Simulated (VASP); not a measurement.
# NGeClH4: relaxation of the atoms with PBE+D3(BJ)

The system is NGeClH4, in a box.

```
CELL_PARAMETERS angstrom
13.00000 0.00000 0.00000
0.00000 12.00000 0.00000
0.00000 0.00000 13.00000
ATOMIC_POSITIONS crystal
N 0.43311 0.59428 0.44627
Ge 0.53871 0.55160 0.52903
Cl 0.52445 0.38010 0.58144
H 0.36327 0.59522 0.48036
H 0.42803 0.55255 0.37897
H 0.53713 0.62340 0.62627
H 0.63873 0.55643 0.46720
```

```json
{"Program": "VASP 6.6.1", "Task": "relaxation of the atoms", "Functional": "PBE", "Dispersion": "D3(BJ)", "Potentials or basis": "VASP PAW PBE potentials, release 64 (N, Ge_d, Cl, H)", "Cutoff": "520 eV", "k mesh": "1 × 1 × 1", "Occupations": "gaussian, width 0.01 eV", "Spin": "no spin polarisation", "Further INCAR settings": "ALGO = Fast; EDIFF = 1e-06; IBRION = 2; EDIFFG = -0.01; NSW = 40"}
```

The energy gained by relaxing is 1.2 meV/atom, the ionic steps are 13 and the largest force after relaxing is 0.007 eV/Å. The gap between the frontier levels is 5.38 eV and the dispersion energy per atom is -0.019 eV.

Forces in eV/Å, atoms in the order of the input:
```
N    0.000  0.001 -0.004
Ge   0.001  0.002  0.001
Cl   0.001  0.004  0.000
H    0.000  0.001  0.007
H    0.006 -0.003 -0.001
H   -0.004 -0.002 -0.002
H   -0.004 -0.003 -0.001
```

Step by step:
```tsv
step	energy change (eV)	largest force (eV/Å)	pressure (GPa)
1	0.0000	0.3403	0.04
2	0.0014	0.7489	-0.02
3	-0.0056	0.3103	0.01
4	-0.0062	0.3095	-0.01
5	-0.0075	0.1244	0.00
6	-0.0082	0.0476	-0.01
7	-0.0083	0.0448	-0.01
8	-0.0084	0.0295	-0.01
9	-0.0084	0.0379	-0.01
10	-0.0085	0.0547	-0.01
11	-0.0085	0.0312	-0.01
12	-0.0085	0.0233	-0.01
13	-0.0085	0.0072	-0.01
```

Final structure:
```
CELL_PARAMETERS angstrom
13.00000 0.00000 0.00000
0.00000 12.00000 0.00000
0.00000 0.00000 13.00000
ATOMIC_POSITIONS crystal
N 0.43308 0.59594 0.44564
Ge 0.53906 0.55196 0.52914
Cl 0.52455 0.37870 0.58202
H 0.36291 0.59490 0.48059
H 0.42795 0.55200 0.37875
H 0.53701 0.62361 0.62644
H 0.63888 0.55646 0.46695
```

Levels at points of the mesh, in eV from the valence-band top:
```tsv
k point	band 13	band 14	band 15	band 16	band 17	band 18
(0.00, 0.00, 0.00)	-0.93	-0.66	0.00	5.38	5.58	6.15
```

Wall time 9.1 min on 1 thread of Intel(R) Xeon(R) 6975P-C (Granite Rapids), with other jobs on the host, peak memory 1.7 GiB.
